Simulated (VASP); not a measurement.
Here is the system:

```yaml
crystal:
  lattice:
    - [0.00000, 2.42776, 2.42776]
    - [2.42776, 0.00000, 2.42776]
    - [2.42776, 2.42776, 0.00000]
  atoms:
    - { symbol: Y, position: [0.00000, 0.00000, 0.00000] }
    - { symbol: N, position: [0.50000, 0.50000, 0.50000] }
```

Calculation: PBEsol GGA, VASP's PBE PAW potentials (set 64) (plane waves; VASP). Numerical set-up: 620 eV cut-off, 9×9×9 Γ-centred mesh, Gaussian smearing of 0.050 eV, potentials Y_sv N.

Problem. Predict the energy per atom (σ→0).

Solution. 
- energy per atom (σ→0) = -9.566 eV/atom

Total energies compare only between runs with the same potentials, cut-off and functional.

The compound is YN in the rock salt structure. It was relaxed first.
